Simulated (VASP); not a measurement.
Level of theory: rev-vdW-DF2, VASP's PBE PAW potentials (set 64) (plane waves; VASP 6.6.1).

Input for VASP

### POSCAR
```
Tc
1.0
  1.3549027946  -2.3467608681   0.0000000000
  1.3549027946   2.3467608681   0.0000000000
  0.0000000000   0.0000000000   4.3361174841
Tc
2
Cartesian
  1.3549027946   0.7822551872   1.0840293710
  1.3549027946  -0.7822551872   3.2520881131
```

**KPOINTS**
```
Regular mesh
0
G
  15 15 8
0 0 0
```

INCAR:
```
SYSTEM = Tc
PREC = Accurate; ENCUT = 520; LREAL = F
LASPH = T
EDIFF = 1E-7; NELM = 100; ALGO = Normal
LMAXMIX = 4
ISMEAR = 1; SIGMA = 0.1
GGA = MK; LUSE_VDW = T; AGGAC = 0.0
PARAM1 = 0.1234568; PARAM2 = 0.7114; ZAB_VDW = -1.8867
IBRION = 2; NSW = 30; ISIF = 4
EDIFFG = -0.01
LWAVE = F; LCHARG = F
```

POTCAR, in this order: Tc_pv (PBE.64 set). Program: vasp_std.

Output

**OSZICAR**
```
       N       E                     dE             d eps       ncg     rms          rms(c)
DAV:   1     0.318011931185E+03    0.31801E+03   -0.16954E+04  4630   0.162E+03
DAV:   2    -0.915172053149E+01   -0.32716E+03   -0.32378E+03  5113   0.460E+02
DAV:   3    -0.171423086015E+02   -0.79906E+01   -0.77884E+01  5462   0.825E+01
DAV:   4    -0.172123897564E+02   -0.70081E-01   -0.69384E-01  5119   0.774E+00
DAV:   5    -0.172129515621E+02   -0.56181E-03   -0.56175E-03  5094   0.680E-01    0.256E+01
DAV:   6    -0.159659845909E+02    0.12470E+01   -0.29125E+00  4865   0.171E+01    0.841E+00
DAV:   7    -0.158099565222E+02    0.15603E+00   -0.56870E-01  5169   0.686E+00    0.105E+00
DAV:   8    -0.157996199010E+02    0.10337E-01   -0.12862E-02  4710   0.124E+00    0.552E-02
DAV:   9    -0.157996795327E+02   -0.59632E-04   -0.16750E-04  5209   0.120E-01    0.202E-02
DAV:  10    -0.157996818830E+02   -0.23503E-05   -0.11999E-05  4823   0.324E-02    0.884E-03
DAV:  11    -0.157996819386E+02   -0.55632E-07   -0.69231E-07  4853   0.855E-03
   1 F= -.15799682E+02 E0= -.15799729E+02  d E =-.157997E+02
       N       E                     dE             d eps       ncg     rms          rms(c)
DAV:   1    -0.158016833429E+02   -0.20015E-02   -0.93972E-02  4598   0.266E+00    0.255E-01
DAV:   2    -0.158000817273E+02    0.16016E-02   -0.26646E-03  4952   0.456E-01    0.112E-01
DAV:   3    -0.157997131520E+02    0.36858E-03   -0.12787E-03  5465   0.253E-01    0.159E-02
DAV:   4    -0.157997148143E+02   -0.16623E-05   -0.25323E-05  4663   0.533E-02    0.447E-03
DAV:   5    -0.157997145537E+02    0.26056E-06   -0.13401E-06  4915   0.796E-03    0.153E-03
DAV:   6    -0.157997146096E+02   -0.55879E-07   -0.75477E-08  2440   0.241E-03
   2 F= -.15799715E+02 E0= -.15799752E+02  d E =-.326710E-04
       N       E                     dE             d eps       ncg     rms          rms(c)
DAV:   1    -0.158001415957E+02   -0.42704E-03   -0.18163E-02  4598   0.117E+00    0.112E-01
DAV:   2    -0.157998333642E+02    0.30823E-03   -0.51545E-04  4920   0.199E-01    0.496E-02
DAV:   3    -0.157997615697E+02    0.71794E-04   -0.25063E-04  5441   0.112E-01    0.700E-03
DAV:   4    -0.157997619389E+02   -0.36923E-06   -0.50812E-06  4668   0.238E-02    0.206E-03
DAV:   5    -0.157997618616E+02    0.77359E-07   -0.28302E-07  3667   0.375E-03
   3 F= -.15799762E+02 E0= -.15799806E+02  d E =-.799230E-04
```

OUTCAR:
```
------------------------ aborting loop because EDIFF is reached ----------------------------------------
  FORCE on cell =-STRESS in cart. coord.  units (eV):
  Direction    XX          YY          ZZ          XY          YZ          ZX
  --------------------------------------------------------------------------------------
  Total        1.7582133      1.7582139      1.7587777      0.0000000     -0.0000000      0.0000000
  in kB      102.1584104    102.1584459    102.1912048      0.0000000     -0.0000000      0.0000000
  external PRESSURE =     102.1693537 kB  Pullay stress =       0.0000000 kB
  volume of cell :       27.57
      direct lattice vectors                 reciprocal lattice vectors
     1.355724434 -2.348184008  0.000000000     0.368806512 -0.212930502 -0.000000000
     1.355724434  2.348184008 -0.000000000     0.368806512  0.212930502  0.000000000
     0.000000000 -0.000000000  4.330863218     0.000000000  0.000000000  0.230900850
 POSITION                                       TOTAL-FORCE (eV/Angst)
 -----------------------------------------------------------------------------------
      1.35572      0.78273      1.08272        -0.000000      0.000000      0.000000
      1.35572     -0.78273      3.24815         0.000000     -0.000000      0.000000
 -----------------------------------------------------------------------------------
    total drift:                                0.000023      0.000602     -0.000043
  FREE ENERGIE OF THE ION-ELECTRON SYSTEM (eV)
  ---------------------------------------------------
  free  energy   TOTEN  =       -15.7997618616 eV

  energy  without entropy=      -15.7998949979  energy(sigma->0) =      -15.79980624

 reached required accuracy - stopping structural energy minimisation
```
(Selected blocks of OUTCAR.)

CONTCAR:
```
Tc
   1.00000000000000
     1.3557244338858538   -2.3481840082557217    0.0000000000000000
     1.3557244338858538    2.3481840082557217   -0.0000000000000000
     0.0000000000000000   -0.0000000000000000    4.3308632178869804
  Tc
     2
Direct
     0.3333330000000032    0.6666669999999968    0.2500000000000000
     0.6666669999999968    0.3333330000000032    0.7500000000000000
```

### OUTCAR
```
 val. band max:       13.1794329389   @ k =   0.0667   0.0000   0.1250

 cond. band min:      13.1950892444   @ k =   0.1333   0.0667   0.0000


 Fermi energy:        13.1821375224

 k-point     1 :       0.0000    0.0000    0.0000
  band No.  band energies     occupation
      1     -26.3237      2.00000
      2     -25.0780      2.00000
      3     -25.0780      2.00000
      4     -24.8647      2.00000
      5     -24.8647      2.00000
      6     -24.8086      2.00000
      7       5.7546      2.00000
      8       7.5493      2.00000
      9      11.5473      2.00000
     10      11.5473      2.00000
     11      11.6733      2.00000
     12      12.3174      2.00000
     13      12.3174      2.00000
     14      13.0237      2.04760
     15      13.0238      2.04763
     16      15.0995     -0.00000
     17      15.8631      0.00000

 k-point     2 :       0.0667    0.0000    0.0000
  band No.  band energies     occupation
      1     -26.3033      2.00000
      2     -25.1242      2.00000
      3     -25.0932      2.00000
      4     -24.9127      2.00000
      5     -24.8709      2.00000
      6     -24.8174      2.00000
      7       5.9292      2.00000
      8       7.6919      2.00000
      9      11.1760      2.00000
     10      11.6973      2.00000
     11      11.9918      2.00000
     12      12.2260      2.00000
     13      12.4573      2.00000
     14      12.8097      2.00000
     15      12.9027      2.00056
     16      14.0733     -0.00000
     17      15.9423      0.00000

 k-point     3 :       0.1333    0.0000    0.0000
  band No.  band energies     occupation
      1     -26.2438      2.00000
      2     -25.2545      2.00000
      3     -25.1349      2.00000
      4     -25.0459      2.00000
      5     -24.8892      2.00000
      6     -24.8440      2.00000
      7       6.4222      2.00000
      8       8.0629      2.00000
      9      10.7017      2.00000
     10      11.9514      2.00000
     11      11.9970      2.00000
...
```

The compound is Tc in the hcp structure. This cell is one point of a volume scan, at 0.97 of the reference volume. Symmetry was kept, so distortions that lower it aren't found.
